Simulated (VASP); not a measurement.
## NbSi with PW91: from relaxation to properties

What structure does NbSi take at this level, and what are its properties? The steps: relaxing cell and atoms (PW91), second relaxation, density, ELF and potential (PW91), bands along the symmetry lines (PW91), density of states (PW91), bands along the symmetry lines (HSE06), volume scan with PW91, fit for PW91 and core-level energies (PW91). The cell is invented: it takes the structure of COD entry 1010654, TaC (space group 225 there), with all of its atoms replaced by other elements, volume scaled by an estimate. It may not be a known or stable phase.

Method: PW91; plane waves and PAW (Nb_sv, Si), in the first sound run; inputs show where later runs differ, in VASP 6.6.1.

## (1) The starting structure

Before any relaxation, the start is as follows. Symmetry: Fm-3m, No. 225, cubic system. The conventional cell has a = 4.736 Å, b = 4.736 Å, c = 4.736 Å, α = 90.00°, β = 90.00°, γ = 90.00°. Nearest to Nb lie 6 Si at 2.37 Å. Nearest to Si lie 6 Nb at 2.37 Å. It derives from TaC. it takes the structure of COD entry 1010654, TaC (space group 225 there), with all of its atoms replaced by other elements, volume scaled by an estimate. Farther neighbours are not listed.

Structure file:

```cif
data_structure
_symmetry_space_group_name_H-M 'P 1'
_symmetry_Int_Tables_number 1
_cell_length_a 3.3488
_cell_length_b 3.3488
_cell_length_c 3.3488
_cell_angle_alpha 60.000
_cell_angle_beta 60.000
_cell_angle_gamma 60.000
_cell_volume 26.56
loop_
_atom_site_label
_atom_site_type_symbol
_atom_site_fract_x
_atom_site_fract_y
_atom_site_fract_z
_atom_site_occupancy
Nb1 Nb 0.00000 0.00000 0.00000 1
Si2 Si 0.50000 0.50000 0.50000 1
```

## (2) Relaxing cell and atoms (PW91)

Properties are meant for the cell that this level of theory prefers, so cell and atoms are relaxed first (ISIF = 3) until forces and stress are small; EDIFFG sets the threshold. PW91 is the forerunner of PBE and gives much the same.

File INCAR:

```
SYSTEM = NbSi
PREC = Accurate
ENCUT = 400
EDIFF = 1E-06
NELM = 100
ISMEAR = -1
SIGMA = 0.05
LREAL = .FALSE.
ALGO = Normal
GGA = 91
LORBIT = 11
LWAVE = .FALSE.
LCHARG = .FALSE.
IBRION = 2
NSW = 60
ISIF = 3
EDIFFG = -0.01
```

File POSCAR:

```
NbSi
1.0
    0.0000000000      2.3679660000      2.3679660000
    2.3679660000      0.0000000000      2.3679660000
    2.3679660000      2.3679660000      0.0000000000
Nb Si
1 1
Direct
    0.0000000000      0.0000000000      0.0000000000
    0.5000000000      0.5000000000      0.5000000000
```

File KPOINTS:

```
Automatic mesh
0
Gamma
10 10 10
0 0 0
```

The projector-augmented-wave data sets are Nb_sv and Si (PBE family, release 64).

The run is started by

```
mpirun -np 1 vasp_std
```

The log of the run:

```text
[banner, memory and clock lines left out]
running    1 mpi-ranks, on    1 nodes
 distrk:  each k-point on    1 cores,    1 groups
 distr:  one band on    1 cores,    1 groups

 POSCAR found type information on POSCAR NbSi
 POSCAR found :  2 types and       2 ions
|                                                                             |
|               ----> ADVICE to this user running VASP <----                  |
|                                                                             |
|     You enforced a specific xc type in the INCAR file but a different       |
|     [... a line on the potential file left out ...]
|     I HOPE YOU KNOW WHAT YOU ARE DOING!                                     |
|                                                                             |

 LDA part: xc-table for (Slater(with rela. corr.)+CA(PZ))
 , standard interpolation
 POSCAR, INCAR and KPOINTS ok, starting setup
 FFT: planning ... GRIDC
 FFT: planning ... GRID_SOFT
 FFT: planning ... GRID
 WAVECAR not read
 entering main loop
       N       E                     dE             d eps       ncg     rms          rms(c)
DAV:   1     0.116931093475E+03    0.11693E+03   -0.78363E+03  1128   0.114E+03
DAV:   2    -0.970517198856E+01   -0.12664E+03   -0.12106E+03  1380   0.405E+02
DAV:   3    -0.153955158460E+02   -0.56903E+01   -0.54438E+01  1652   0.672E+01
DAV:   4    -0.157037894817E+02   -0.30827E+00   -0.30258E+00  1616   0.165E+01
DAV:   5    -0.157148081555E+02   -0.11019E-01   -0.11013E-01  1764   0.263E+00    0.129E+01
DAV:   6    -0.148308595886E+02    0.88395E+00   -0.31216E+00  1820   0.176E+01    0.467E+00
DAV:   7    -0.148303993640E+02    0.46022E-03   -0.85354E-02  1636   0.270E+00    0.249E+00
DAV:   8    -0.148336384873E+02   -0.32391E-02   -0.26919E-02  2080   0.135E+00    0.510E-01
DAV:   9    -0.148333433034E+02    0.29518E-03   -0.60695E-04  1436   0.227E-01    0.308E-01
DAV:  10    -0.148331842358E+02    0.15907E-03   -0.60582E-04  1476   0.322E-01    0.791E-02
DAV:  11    -0.148331672992E+02    0.16937E-04   -0.67106E-05  1436   0.118E-01    0.226E-02
DAV:  12    -0.148331666264E+02    0.67282E-06   -0.21706E-06  1468   0.151E-02
   1 F= -.14833167E+02 E0= -.14825123E+02  d E =-.148332E+02
 curvature:   0.00 expect dE= 0.000E+00 dE for cont linesearch  0.000E+00
 trial: gam= 0.00000 g(F)=  0.147E-63 g(S)=  0.757E+01 ort = 0.000E+00 (trialstep = 0.100E+01)
 search vector abs. value=  0.757E+01
 bond charge predicted
       N       E                     dE             d eps       ncg     rms          rms(c)
DAV:   1    -0.965931249567E+02   -0.81760E+02   -0.17517E+03  1300   0.509E+02    0.192E+02
DAV:   2    -0.356632424741E+02    0.60930E+02   -0.87506E+02  2172   0.244E+02    0.865E+01
DAV:   3    -0.157004822477E+02    0.19963E+02   -0.45729E+01  1436   0.467E+01    0.578E+01
DAV:   4    -0.123972772631E+02    0.33032E+01   -0.30253E+01  1908   0.270E+01    0.348E+01
DAV:   5    -0.126715133543E+02   -0.27424E+00   -0.13386E+00  1424   0.787E+00    0.331E+01
DAV:   6    -0.141082213557E+02   -0.14367E+01   -0.84753E+00  1936   0.206E+01    0.680E+00
DAV:   7    -0.138962414860E+02    0.21198E+00   -0.11196E+00  1836   0.815E+00    0.537E+00
DAV:   8    -0.139287122835E+02   -0.32471E-01   -0.20430E-01  1772   0.227E+00    0.720E-01
DAV:   9    -0.139291606804E+02   -0.44840E-03   -0.27590E-02  1784   0.144E+00    0.267E-01
DAV:  10    -0.139300623785E+02   -0.90170E-03   -0.13000E-03  1580   0.298E-01    0.125E-01
DAV:  11    -0.139301302081E+02   -0.67830E-04   -0.59153E-04  1740   0.120E-01    0.427E-02
DAV:  12    -0.139301158619E+02    0.14346E-04   -0.11927E-04  1828   0.825E-02    0.487E-02
DAV:  13    -0.139301959568E+02   -0.80095E-04   -0.69558E-04  1560   0.280E-02    0.690E-03
DAV:  14    -0.139309515453E+02   -0.75559E-03   -0.21764E-03   908   0.127E-02    0.551E-03
DAV:  15    -0.139313082168E+02   -0.35667E-03   -0.35520E-03   748   0.155E-02    0.460E-03
DAV:  16    -0.139313634843E+02   -0.55268E-04   -0.54918E-04   760   0.773E-03    0.195E-03
DAV:  17    -0.139313672136E+02   -0.37293E-05   -0.35183E-05   740   0.425E-03    0.187E-03
DAV:  18    -0.139313674079E+02   -0.19432E-06   -0.22457E-06   732   0.197E-03
   2 F= -.13931367E+02 E0= -.13922024E+02  d E =0.901799E+00
[...]
3 F= -.16014378E+02 E0= -.16008451E+02  d E =-.118121E+01
[...]
4 F= -.16026836E+02 E0= -.16020817E+02  d E =-.119367E+01
 curvature:  -0.18 expect dE=-0.682E-03 dE for cont linesearch -0.682E-03
 ZBRENT: interpolating
 opt :   0.3533  next Energy=   -16.027746 (dE=-0.119E+01)
 bond charge predicted
       N       E                     dE             d eps       ncg     rms          rms(c)
DAV:   1    -0.160353896559E+02   -0.85528E-02   -0.22761E-01  1252   0.696E+00    0.668E-01
DAV:   2    -0.160284077876E+02    0.69819E-02   -0.31020E-02  1696   0.220E+00    0.223E-01
DAV:   3    -0.160275301213E+02    0.87767E-03   -0.19706E-03  1820   0.420E-01    0.845E-02
DAV:   4    -0.160275174862E+02    0.12635E-04   -0.77631E-04  1908   0.210E-01    0.546E-02
DAV:   5    -0.160276242617E+02   -0.10678E-03   -0.25403E-04  1992   0.130E-01    0.129E-02
DAV:   6    -0.160276231476E+02    0.11141E-05   -0.29395E-05  1676   0.468E-02    0.472E-03
DAV:   7    -0.160276230279E+02    0.11976E-06   -0.73541E-07   872   0.821E-03
   5 F= -.16027623E+02 E0= -.16021564E+02  d E =-.119446E+01
 curvature:  -0.24 expect dE=-0.100E-05 dE for cont linesearch -0.100E-05
 trial: gam=-0.00074 g(F)=  0.121E-59 g(S)=  0.413E-05 ort = 0.559E-02 (trialstep = 0.871E+00)
 search vector abs. value=  0.102E-09
 reached required accuracy - stopping structural energy minimisation
```

The job ended after 30 s (1 MPI rank of Intel Xeon Platinum 8488C (Sapphire Rapids), shared host; peak memory 0.14 GiB).

The logs omit lines about the potential files and the build; timing stands in the text.

OUTCAR, selected parts (step 2):

```text
ion  position               nearest neighbor table
   1  0.000  0.000  0.000-   2 2.37   2 2.37   2 2.37   2 2.37   2 2.37   2 2.37
   2  0.500  0.500  0.500-   1 2.37   1 2.37   1 2.37   1 2.37   1 2.37   1 2.37

  LATTYP: Found a face centered cubic cell.
 ALAT       =     4.7359320000

 Subroutine GETGRP returns: Found 48 space group operations
 (whereof 48 operations were pure point group operations)

The static configuration has the point symmetry O_h .

 Found     47 irreducible k-points:

   k-points           NKPTS =     47   k-points in BZ     NKDIM =     47   number of bands    NBANDS=     12

   dimension x,y,z NGX =    24 NGY =   24 NGZ =   24
   dimension x,y,z NGXF=    48 NGYF=   48 NGZF=   48

   ENCUT  =  400.0 eV  29.40 Ry    5.42 a.u.   5.46  5.46  5.46*2*pi/ulx,y,z

   NELECT =      17.0000    total number of electrons

 k-points in reciprocal lattice and weights: Automatic mesh
   0.00000000  0.00000000  0.00000000       0.001
   0.10000000  0.00000000  0.00000000       0.008
   0.20000000  0.00000000  0.00000000       0.008
   0.30000000  0.00000000  0.00000000       0.008
   0.40000000  0.00000000  0.00000000       0.008
   0.50000000  0.00000000  0.00000000       0.004
   0.10000000  0.10000000  0.00000000       0.006
   0.20000000  0.10000000  0.00000000       0.024
   0.30000000  0.10000000  0.00000000       0.024
[...]
-0.30000000  0.40000000  0.20000000       0.024
  -0.30000000  0.50000000  0.20000000       0.012

 average (electrostatic) potential at core
       1 -78.9419       2 -78.8365

 E-fermi :  10.2946

 k-point     1 :       0.0000    0.0000    0.0000
  band No.  band energies     occupation
    ...
      6       8.9797      2.00000
      7       8.9797      2.00000
      8       8.9797      2.00000
      9       9.5054      2.00000
     10       9.5054      2.00000
     11      12.6293      0.00000
     12      12.6293      0.00000

 k-point     2 :       0.1000    0.0000    0.0000
  band No.  band energies     occupation
    ...
      6       8.6310      2.00000
      7       8.8929      2.00000
      8       8.8929      2.00000
      9       9.3263      2.00000
     10       9.3263      2.00000
     11      12.4313      0.00000
     12      13.2813      0.00000

 k-point     3 :       0.2000    0.0000    0.0000
  band No.  band energies     occupation
    ...
      6       7.7116      2.00000
      7       8.2149      2.00000
      8       8.2149      2.00000
      9       9.7152      1.99998
     10       9.7152      1.99998
     11      12.1348      0.00000
     12      14.6783      0.00000

  Total        0.0075591      0.0075591      0.0075591     -0.0000000      0.0000000     -0.0000000
  in kB        0.3549404      0.3549404      0.3549404     -0.0000000      0.0000000     -0.0000000
  external PRESSURE =       0.3549404 kB  Pullay stress =       0.0000000 kB

  energy-cutoff  :      400.00
  volume of cell :       34.12
      direct lattice vectors                 reciprocal lattice vectors
    -0.000000000  2.574335612  2.574335612    -0.194224870  0.194224870  0.194224870
     2.574335612  0.000000000  2.574335612     0.194224870 -0.194224870  0.194224870
     2.574335612  2.574335612  0.000000000     0.194224870  0.194224870 -0.194224870

 POSITION                                       TOTAL-FORCE (eV/Angst)
 -----------------------------------------------------------------------------------
      0.00000      0.00000      0.00000         0.000000      0.000000      0.000000
      2.57434      2.57434      2.57434        -0.000000     -0.000000     -0.000000
 -----------------------------------------------------------------------------------
    total drift:                                0.000000     -0.000000     -0.000000

  FREE ENERGIE OF THE ION-ELECTRON SYSTEM (eV)
  ---------------------------------------------------
  free  energy   TOTEN  =       -16.0276230279 eV

  energy  without entropy=      -16.0155054893  energy(sigma->0) =      -16.02156426

 reached required accuracy - stopping structural energy minimisation

 total charge
# of ion       s       p       d       tot
------------------------------------------
    1        2.139   5.997   2.570  10.705
    2        0.792   0.967   0.000   1.759
--------------------------------------------------
tot          2.931   6.964   2.570  12.464

[... 3 further parts left out ...]
```

CONTCAR:

```
NbSi
   1.00000000000000
    -0.0000000000000000    2.5743356119316898    2.5743356119316898
     2.5743356119316898    0.0000000000000000    2.5743356119316898
     2.5743356119316898    2.5743356119316898    0.0000000000000000
  Nb              Si
     1     1
Direct
     0.0000000000000000    0.0000000000000000    0.0000000000000000
     0.5000000000000000    0.5000000000000000    0.5000000000000000
```

This run has no spin polarisation. Its electron count is odd, so without a moment it is a metal by construction. The PAW data sets were made with PBE, which is usual practice but a small mismatch for other functionals. After so large a change of volume the plane waves of the start cell no longer fit, so the final stress carries a basis-set error. The run keeps the 48 symmetry operations of its start, so it cannot find a distortion of lower symmetry.

Step by step:

```
step  energy less that of the first step (eV)  largest force (eV/Å)  pressure (GPa)  volume (Å³)
   1                                   0.0000                0.0000           61.70        26.56
   2                                   0.9018                0.0000          -28.23        51.45
   3                                  -1.1812                0.0000           -4.15        35.13
   4                                  -1.1937                0.0000           -1.06        34.37
   5                                  -1.1945                0.0000            0.04        34.12
```

| conventional cell, symmetrised | before | after | change |
| --- | --- | --- | --- |
| a (Å) | 4.736 | 5.149 | +8.7 % |
| b (Å) | 4.736 | 5.149 | +8.7 % |
| c (Å) | 4.736 | 5.149 | +8.7 % |
| volume (Å³/atom) | 13.28 | 17.06 | +28.5 % |

Final coordinates:

```
Nb Si
1.0
     0.00000    2.57434    2.57434
     2.57434    0.00000    2.57434
     2.57434    2.57434    0.00000
Nb Si
1 1
Direct
  0.00000 0.00000 0.00000
  0.50000 0.50000 0.50000
```

This step gave:

* electrons: 17
* bands: 12
* irreducible k-points: 47
* symmetry operations: 48
* free energy (TOTEN): -16.03 eV
* energy at zero smearing: -16.02 eV
* Fermi energy: 10.29 eV
* pressure: 0.03549 GPa
* metallic: yes
* SCF cycles over all ionic steps: 58

It ends with forces that vanish by symmetry and a pressure of 0.04 GPa.

## (3) Second relaxation

The basis stayed that of the start cell while the cell moved. A rerun from the cell reached resets it; the error of the finite cutoff stays. The mesh changes with the cell too.

INCAR is that of step 2.

File POSCAR:

```
NbSi
1.0
    0.0000000000      2.5743356119      2.5743356119
    2.5743356119      0.0000000000      2.5743356119
    2.5743356119      2.5743356119      0.0000000000
Nb Si
1 1
Direct
    0.0000000000      0.0000000000      0.0000000000
    0.5000000000      0.5000000000      0.5000000000
```

File KPOINTS:

```
Automatic mesh
0
Gamma
9 9 9
0 0 0
```

The run is started by

```
mpirun -np 1 vasp_std
```

The log of the run:

```text
[banner, memory and clock lines left out]
running    1 mpi-ranks, on    1 nodes
 distrk:  each k-point on    1 cores,    1 groups
 distr:  one band on    1 cores,    1 groups

 POSCAR found type information on POSCAR NbSi
 POSCAR found :  2 types and       2 ions
 [... a notice as in an earlier step ...]

 LDA part: xc-table for (Slater(with rela. corr.)+CA(PZ))
 , standard interpolation
 POSCAR, INCAR and KPOINTS ok, starting setup
 FFT: planning ... GRIDC
 FFT: planning ... GRID_SOFT
 FFT: planning ... GRID
 WAVECAR not read
 entering main loop
       N       E                     dE             d eps       ncg     rms          rms(c)
DAV:   1     0.106841924492E+03    0.10684E+03   -0.76377E+03   840   0.110E+03
DAV:   2    -0.114986281641E+02   -0.11834E+03   -0.11357E+03  1024   0.373E+02
DAV:   3    -0.170280230794E+02   -0.55294E+01   -0.52956E+01  1324   0.655E+01
DAV:   4    -0.173252866524E+02   -0.29726E+00   -0.29454E+00  1248   0.141E+01
DAV:   5    -0.173368086578E+02   -0.11522E-01   -0.11016E-01  1360   0.234E+00    0.887E+00
DAV:   6    -0.160519025343E+02    0.12849E+01   -0.56473E+00  1332   0.204E+01    0.259E+00
DAV:   7    -0.160555289292E+02   -0.36264E-02   -0.11097E-01  1048   0.332E+00    0.159E+00
DAV:   8    -0.160563006149E+02   -0.77169E-03   -0.22005E-02  1528   0.122E+00    0.312E-01
DAV:   9    -0.160562822569E+02    0.18358E-04   -0.70241E-04  1056   0.239E-01    0.128E-01
DAV:  10    -0.160563083740E+02   -0.26117E-04   -0.14172E-04  1116   0.155E-01    0.124E-02
DAV:  11    -0.160563077373E+02    0.63673E-06   -0.52583E-06  1172   0.254E-02
   1 F= -.16056308E+02 E0= -.16051050E+02  d E =-.160563E+02
 curvature:   0.00 expect dE= 0.000E+00 dE for cont linesearch  0.000E+00
 trial: gam= 0.00000 g(F)=  0.171E-61 g(S)=  0.523E-06 ort = 0.000E+00 (trialstep = 0.100E+01)
 search vector abs. value=  0.524E-06
 reached required accuracy - stopping structural energy minimisation
```

Run time: 7 s. Hardware: 1 MPI rank; peak memory 0.14 GiB.

Parts of OUTCAR (step 3):

```text
  LATTYP: Found a face centered cubic cell.
 ALAT       =     5.1486712238

The static configuration has the point symmetry O_h .

 Found     35 irreducible k-points:

   k-points           NKPTS =     35   k-points in BZ     NKDIM =     35   number of bands    NBANDS=     12

   ENCUT  =  400.0 eV  29.40 Ry    5.42 a.u.   5.94  5.94  5.94*2*pi/ulx,y,z

   NELECT =      17.0000    total number of electrons

 E-fermi :  10.2016

 k-point     1 :       0.0000    0.0000    0.0000
  band No.  band energies     occupation
    ...
      6       8.9804      2.00000
      7       8.9804      2.00000
      8       8.9804      2.00000
      9       9.5066      2.00000
     10       9.5066      2.00000
     11      12.6248      0.00000
     12      12.6248      0.00000

 k-point     2 :       0.1111    0.0000    0.0000
  band No.  band energies     occupation
    ...
      6       8.5526      2.00000
      7       8.8356      2.00000
      8       8.8356      2.00000
      9       9.3410      2.00000
     10       9.3410      2.00000
     11      12.3895      0.00000
     12      13.4095      0.00000

  Total       -0.0026896     -0.0026896     -0.0026896      0.0000000     -0.0000000      0.0000000
  in kB       -0.1262909     -0.1262909     -0.1262909      0.0000000     -0.0000000      0.0000000
  external PRESSURE =      -0.1262909 kB  Pullay stress =       0.0000000 kB

  energy-cutoff  :      400.00
  volume of cell :       34.12
      direct lattice vectors                 reciprocal lattice vectors
     0.000000000  2.574335612  2.574335612    -0.194224870  0.194224870  0.194224870
     2.574335612  0.000000000  2.574335612     0.194224870 -0.194224870  0.194224870
     2.574335612  2.574335612  0.000000000     0.194224870  0.194224870 -0.194224870

  FREE ENERGIE OF THE ION-ELECTRON SYSTEM (eV)
  ---------------------------------------------------
  free  energy   TOTEN  =       -16.0563077373 eV

  energy  without entropy=      -16.0457915659  energy(sigma->0) =      -16.05104965

 total charge
# of ion       s       p       d       tot
------------------------------------------
    1        2.141   5.997   2.568  10.707
    2        0.792   0.964   0.000   1.756
--------------------------------------------------
tot          2.933   6.962   2.568  12.463

[... 4 parts as in an earlier step ...]

[... 7 further parts left out ...]
```

The k-mesh is coarse for a metal.

Little changed from the start: no atom moved by 0.005 Å and no cell edge by 0.1 %.

This step gave:

* irreducible k-points: 35
* free energy (TOTEN): -16.06 eV
* energy at zero smearing: -16.05 eV
* Fermi energy: 10.20 eV
* pressure: -0.01263 GPa
* SCF cycles over all ionic steps: 11

It ends with forces that vanish by symmetry and a pressure of -0.01 GPa. The volume moved by under 0.01 %: the run met its threshold at the first step.

(Part 1 of 4 ends here.)

[Lines on the potential files, build, host, timing and source positions are cut from VASP's logs without a mark.]

[Logs are printed without paths, hosts, clocks, repeated set-up lines and the standing remarks that a program may print on its own settings, such as how far it seeks lower states.]

[Hosts, paths, dates, database ids (printed as entryN), source tags and the programs' standing remarks are cut or masked in the printed files.]

[A measured line is paired with the nearest computed mode of its activity, which favours agreement.]
